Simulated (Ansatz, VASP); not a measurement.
# SiC: VASP beside Ansatz, part 3 of 3

One calculation is typed for both programs; each brings its own data sets. How far apart do they land? The cell is taken from a series of runs on this material, whose earlier steps may have relaxed, scaled, displaced or heated it; both programs get it as it stands.

VASP 6.6.1 and Ansatz 0.2.0.

So far: The starting structure; Ansatz: zone-centre phonons, LDA; VASP: zone-centre phonons, LDA.

### 3. VASP: zone-centre phonons, LDA (continued)

Level of this step: LDA; plane waves and PAW (C, Si) (VASP).

Numbers of over 12 decimals in the logs are rounded to 6 here.

OUTCAR, selected parts (step 3):

```text
ion  position               nearest neighbor table
   1  0.667  0.333  0.749-   5 1.89   7 1.90   7 1.90   7 1.90
   2  0.333  0.667  0.249-   6 1.89   8 1.90   8 1.90   8 1.90
   3  0.000  0.000  0.500-   7 1.88   6 1.90   6 1.90   6 1.90
   4  0.000  0.000  1.000-   8 1.88   5 1.90   5 1.90   5 1.90
   5  0.667  0.333  0.938-   1 1.89   4 1.90   4 1.90   4 1.90   7 3.07   7 3.07   7 3.07   8 3.08
                             8 3.08   8 3.08
   6  0.333  0.667  0.438-   2 1.89   3 1.90   3 1.90   3 1.90   8 3.07   8 3.07   8 3.07   7 3.08
                             7 3.08   7 3.08
   7  0.000  0.000  0.689-   3 1.88   1 1.90   1 1.90   1 1.90   5 3.07   5 3.07   5 3.07   6 3.08
                             6 3.08   6 3.08
   8  0.000  0.000  0.189-   4 1.88   2 1.90   2 1.90   2 1.90   6 3.07   6 3.07   6 3.07   5 3.08
                             5 3.08   5 3.08

  LATTYP: Found a hexagonal cell.
 ALAT       =     3.1196728408
 C/A-ratio  =     3.1962270752

 Subroutine GETGRP returns: Found 12 space group operations
 (whereof  6 operations were pure point group operations)

The static configuration has the point symmetry C_3v.
 The point group associated with its full space group is C_6v.

 Found     36 irreducible k-points:

   k-points           NKPTS =     36   k-points in BZ     NKDIM =     36   number of bands    NBANDS=     24

   dimension x,y,z NGX =    28 NGY =   28 NGZ =   80
   dimension x,y,z NGXF=    56 NGYF=   56 NGZF=  160

   ENCUT  =  600.0 eV  44.10 Ry    6.64 a.u.   6.23  6.23 19.91*2*pi/ulx,y,z

   NELECT =      32.0000    total number of electrons

 k-points in reciprocal lattice and weights: Automatic mesh
   0.00000000  0.00000000  0.00000000       0.003
   0.11111111  0.00000000  0.00000000       0.019
   0.22222222 -0.00000000  0.00000000       0.019
   0.33333333  0.00000000  0.00000000       0.019
   0.44444444 -0.00000000  0.00000000       0.019
   0.11111111  0.11111111  0.00000000       0.019
   0.22222222  0.11111111  0.00000000       0.037
   0.33333333  0.11111111  0.00000000       0.037
   0.44444444  0.11111111  0.00000000       0.019
[...]
0.33333333  0.22222222  0.50000000       0.037
   0.33333333  0.33333333  0.50000000       0.006

 average (electrostatic) potential at core
       1 -49.2142       2 -49.2142       3 -49.2831       4 -49.2831       5 -82.1746
       6 -82.1746       7 -82.1262       8 -82.1262

   1 f  =   27.121946 THz   170.412213 2PiTHz  904.690741 cm-1   112.167306 meV
             X         Y         Z           dx          dy          dz
      1.559836  0.900572  7.469980     0.000000    0.000000    0.175423
     -0.000000  1.801144  2.484389     0.000000    0.000000   -0.175423
      0.000000  0.000000  4.984668     0.000000   -0.000000    0.592104
      0.000000  0.000000  9.970260     0.000000    0.000000   -0.592104
      1.559836  0.900572  9.357010    -0.000000   -0.000000    0.173891
     -0.000000  1.801144  4.371419    -0.000000    0.000000   -0.173891
      0.000000  0.000000  6.865453    -0.000000   -0.000000   -0.297323
      0.000000  0.000000  1.879862    -0.000000   -0.000000    0.297323

   2 f  =   26.841731 THz   168.651570 2PiTHz  895.343774 cm-1   111.008430 meV
             X         Y         Z           dx          dy          dz
      1.559836  0.900572  7.469980     0.000000   -0.000000   -0.589405
     -0.000000  1.801144  2.484389     0.000000   -0.000000    0.589405
      0.000000  0.000000  4.984668     0.000000   -0.000000    0.177135
      0.000000  0.000000  9.970260     0.000000   -0.000000   -0.177135
      1.559836  0.900572  9.357010    -0.000000    0.000000    0.298342
     -0.000000  1.801144  4.371419    -0.000000    0.000000   -0.298342
      0.000000  0.000000  6.865453    -0.000000    0.000000    0.179490
      0.000000  0.000000  1.879862    -0.000000    0.000000   -0.179490

   3 f  =   24.716570 THz   155.298788 2PiTHz  824.456020 cm-1   102.219473 meV
             X         Y         Z           dx          dy          dz
      1.559836  0.900572  7.469980     0.000000   -0.000000    0.476225
     -0.000000  1.801144  2.484389     0.000000    0.000000    0.476225
      0.000000  0.000000  4.984668     0.000000   -0.000000   -0.522087
      0.000000  0.000000  9.970260     0.000000    0.000000   -0.522087
      1.559836  0.900572  9.357010    -0.000000   -0.000000    0.005418
     -0.000000  1.801144  4.371419    -0.000000    0.000000    0.005418
      0.000000  0.000000  6.865453    -0.000000    0.000000    0.024595
      0.000000  0.000000  1.879862    -0.000000   -0.000000    0.024595

   4 f  =   23.100887 THz   145.147156 2PiTHz  770.562660 cm-1    95.537551 meV
             X         Y         Z           dx          dy          dz
      1.559836  0.900572  7.469980    -0.000000    0.000000    0.444932
     -0.000000  1.801144  2.484389    -0.000000   -0.000000    0.444932
      0.000000  0.000000  4.984668    -0.000000    0.000000    0.390558
      0.000000  0.000000  9.970260    -0.000000    0.000000    0.390558
      1.559836  0.900572  9.357010     0.000000   -0.000000   -0.284436
     -0.000000  1.801144  4.371419     0.000000    0.000000   -0.284436
      0.000000  0.000000  6.865453     0.000000   -0.000000   -0.261909
      0.000000  0.000000  1.879862     0.000000   -0.000000   -0.261909

   5 f  =   22.742435 THz   142.894935 2PiTHz  758.605982 cm-1    94.055112 meV
             X         Y         Z           dx          dy          dz
      1.559836  0.900572  7.469980    -0.404066    0.000004   -0.000000
     -0.000000  1.801144  2.484389    -0.404066    0.000004   -0.000000
      0.000000  0.000000  4.984668    -0.432455    0.000004   -0.000000
      0.000000  0.000000  9.970260    -0.432455    0.000004   -0.000000
      1.559836  0.900572  9.357010     0.280509   -0.000003    0.000000
     -0.000000  1.801144  4.371419     0.280509   -0.000003    0.000000
      0.000000  0.000000  6.865453     0.266510   -0.000003    0.000000
      0.000000  0.000000  1.879862     0.266510   -0.000003    0.000000

   6 f  =   22.742435 THz   142.894935 2PiTHz  758.605982 cm-1    94.055112 meV
             X         Y         Z           dx          dy          dz
      1.559836  0.900572  7.469980     0.000004    0.404066   -0.000000
     -0.000000  1.801144  2.484389     0.000004    0.404066    0.000000
      0.000000  0.000000  4.984668     0.000004    0.432455   -0.000000
      0.000000  0.000000  9.970260     0.000004    0.432455   -0.000000
      1.559836  0.900572  9.357010    -0.000003   -0.280509    0.000000
     -0.000000  1.801144  4.371419    -0.000003   -0.280509    0.000000
      0.000000  0.000000  6.865453    -0.000003   -0.266510    0.000000
      0.000000  0.000000  1.879862    -0.000003   -0.266510    0.000000

   7 f  =   22.412204 THz   140.820033 2PiTHz  747.590668 cm-1    92.689388 meV
             X         Y         Z           dx          dy          dz
      1.559836  0.900572  7.469980    -0.470780    0.000001   -0.000000
     -0.000000  1.801144  2.484389     0.470780   -0.000001   -0.000000
      0.000000  0.000000  4.984668     0.379784   -0.000001    0.000000
      0.000000  0.000000  9.970260    -0.379784    0.000001   -0.000000
      1.559836  0.900572  9.357010     0.266591   -0.000000    0.000000
     -0.000000  1.801144  4.371419    -0.266591    0.000000   -0.000000
      0.000000  0.000000  6.865453     0.251116   -0.000000    0.000000
      0.000000  0.000000  1.879862    -0.251116    0.000000   -0.000000

   8 f  =   22.412204 THz   140.820033 2PiTHz  747.590668 cm-1    92.689388 meV
             X         Y         Z           dx          dy          dz
      1.559836  0.900572  7.469980    -0.000001   -0.470780    0.000000
     -0.000000  1.801144  2.484389     0.000001    0.470780    0.000000
      0.000000  0.000000  4.984668     0.000001    0.379784    0.000000
      0.000000  0.000000  9.970260    -0.000001   -0.379784   -0.000000
      1.559836  0.900572  9.357010     0.000000    0.266591   -0.000000
     -0.000000  1.801144  4.371419    -0.000000   -0.266591   -0.000000
      0.000000  0.000000  6.865453     0.000000    0.251116   -0.000000
      0.000000  0.000000  1.879862    -0.000000   -0.251116   -0.000000

   9 f  =   22.128088 THz   139.034877 2PiTHz  738.113563 cm-1    91.514377 meV
             X         Y         Z           dx          dy          dz
      1.559836  0.900572  7.469980     0.375923    0.000001    0.000000
     -0.000000  1.801144  2.484389    -0.375923   -0.000001    0.000000
      0.000000  0.000000  4.984668     0.468682    0.000001   -0.000000
      0.000000  0.000000  9.970260    -0.468682   -0.000001    0.000000
      1.559836  0.900572  9.357010     0.253615    0.000000   -0.000000
     -0.000000  1.801144  4.371419    -0.253615   -0.000000    0.000000
      0.000000  0.000000  6.865453    -0.273309   -0.000000   -0.000000
      0.000000  0.000000  1.879862     0.273309    0.000000   -0.000000

  10 f  =   22.128088 THz   139.034877 2PiTHz  738.113563 cm-1    91.514377 meV
             X         Y         Z           dx          dy          dz
      1.559836  0.900572  7.469980    -0.000001    0.375923    0.000000
     -0.000000  1.801144  2.484389     0.000001   -0.375923    0.000000
      0.000000  0.000000  4.984668    -0.000001    0.468682   -0.000000
      0.000000  0.000000  9.970260     0.000001   -0.468682   -0.000000
      1.559836  0.900572  9.357010    -0.000000    0.253615    0.000000
     -0.000000  1.801144  4.371419     0.000000   -0.253615    0.000000
      0.000000  0.000000  6.865453     0.000000   -0.273309    0.000000
      0.000000  0.000000  1.879862    -0.000000    0.273309    0.000000

  11 f  =   21.904633 THz   137.630866 2PiTHz  730.659897 cm-1    90.590241 meV
             X         Y         Z           dx          dy          dz
      1.559836  0.900572  7.469980    -0.444725    0.000000   -0.000000
     -0.000000  1.801144  2.484389    -0.444725    0.000000    0.000000
      0.000000  0.000000  4.984668     0.418313   -0.000000   -0.000000
      0.000000  0.000000  9.970260     0.418313   -0.000000   -0.000000
    [... 145 further lines ...]
      0.000000  0.000000  6.865453    -0.347981   -0.232496    0.000000
      0.000000  0.000000  1.879862    -0.347981   -0.232496    0.000000

 MACROSCOPIC STATIC DIELECTRIC TENSOR IONIC CONTRIBUTION
 ------------------------------------------------------
           3.471213    -0.000000    -0.000000
          -0.000000     3.471213     0.000000
          -0.000000     0.000000     3.595139
 ------------------------------------------------------

 ELASTIC MODULI CONTR FROM IONIC RELAXATION (kBar)
 Direction    XX          YY          ZZ          XY          YZ          ZX
 --------------------------------------------------------------------------------
 XX        -345.5649    216.5916    175.2886      0.0000     -0.0000      0.0000
 YY         216.5916   -345.5649    175.2886     -0.0000      0.0000     -0.0000
 ZZ         175.2886    175.2886   -478.1888     -0.0000      0.0000     -0.0000
 XY           0.0000     -0.0000     -0.0000   -281.0782     -0.0000     -0.0000
 YZ          -0.0000      0.0000      0.0000     -0.0000    -62.2239      0.0000
 ZX           0.0000     -0.0000     -0.0000     -0.0000      0.0000    -67.6310
 --------------------------------------------------------------------------------

 PIEZOELECTRIC TENSOR IONIC CONTR  for field in x, y, z        (C/m^2)
          XX          YY          ZZ          XY          YZ          ZX
  --------------------------------------------------------------------------------
  x    -0.00000     0.00000     0.00000     0.00000    -0.00000     0.45333
  y     0.00000    -0.00000    -0.00000     0.00000     0.43436    -0.00000
  z     0.45154     0.45154    -1.23208    -0.00000     0.00000    -0.00000
```

### 4. Comparison

Known differences besides the potentials themselves: the two LDA forms differ slightly; fixed occupations in Ansatz, narrow Gaussian smearing in VASP; VASP's response is taken on the typed mesh, Ansatz refines its own for the field response alone; the cutoff is 420 eV in Ansatz and 600 eV in VASP; VASP's log shows a relativistic correction to its local exchange, Ansatz's none. Total energies have different zeros and are not compared.

Compared:

| quantity | Ansatz | VASP | difference |
| --- | --- | --- | --- |
| ε∞ xx | 7.11 | 7.17 | -0.88 % |
| ε∞ yy | 7.11 | 7.17 | -0.88 % |
| ε∞ zz | 7.23 | 7.24 | -0.16 % |
| Born charge of C1 (mean of the diagonal) (e) | -2.73 | -2.71 | -0.01 |
| Born charge of Si5 (mean of the diagonal) (e) | 2.66 | 2.65 | +0.02 |
| optical mode 1 to 2 (cm⁻¹) | 191.6 | 191.6 | -0.02 % |
| optical mode 3 to 4 (cm⁻¹) | 200.1 | 200.1 | -0.02 % |
| optical mode 5 to 6 (cm⁻¹) | 259.2 | 259.3 | -0.02 % |
| optical mode 7 (cm⁻¹) | 393.5 | 394.3 | -0.20 % |
| optical mode 8 (cm⁻¹) | 402.6 | 403.5 | -0.24 % |
| optical mode 9 (cm⁻¹) | 595.5 | 595.0 | +0.10 % |
| optical mode 10 to 11 (cm⁻¹) | 729.6 | 730.7 | -0.15 % |
| optical mode 12 to 13 (cm⁻¹) | 737.6 | 738.1 | -0.07 % |
| optical mode 14 to 15 (cm⁻¹) | 747.1 | 747.6 | -0.07 % |
| optical mode 16 to 17 (cm⁻¹) | 757.8 | 758.6 | -0.11 % |
| optical mode 18 (cm⁻¹) | 770.4 | 770.6 | -0.03 % |
| optical mode 19 (cm⁻¹) | 823.8 | 824.5 | -0.08 % |
| optical mode 20 (cm⁻¹) | 895.4 | 895.3 | +0.01 % |
| optical mode 21 (cm⁻¹) | 905.0 | 904.7 | +0.03 % |

Modes are paired by rising frequency, not by their patterns, so a pair may set unlike modes beside each other; they are those without the splitting of longitudinal modes.

### 5. What came out

* r.m.s. difference of the optical zone-centre modes, each program's sorted by frequency (zone-centre phonons, LDA): 0.58 cm⁻¹
* difference in ε∞ xx (zone-centre phonons, LDA): -0.9 %

**Reading.** The r.m.s. difference of the optical zone-centre modes, each program's sorted by frequency is 0.58 cm⁻¹ (zone-centre phonons, LDA). Among the rows given in per cent, the largest difference of the zone-centre phonons, LDA pair is in ε∞ xx, -0.9 %. Such differences can come from data sets, numerical settings and the points named under the comparisons, not from the functional's error against experiment.

[Lines on the potential files, build, host, timing and source positions are cut from VASP's logs without a mark.]

[Logs are printed without paths, hosts, clocks, repeated set-up lines and the standing remarks that a program may print on its own settings, such as how far it seeks lower states.]

[Hosts, paths, dates, database ids (printed as entryN), source tags and the programs' standing remarks are cut or masked in the printed files.]
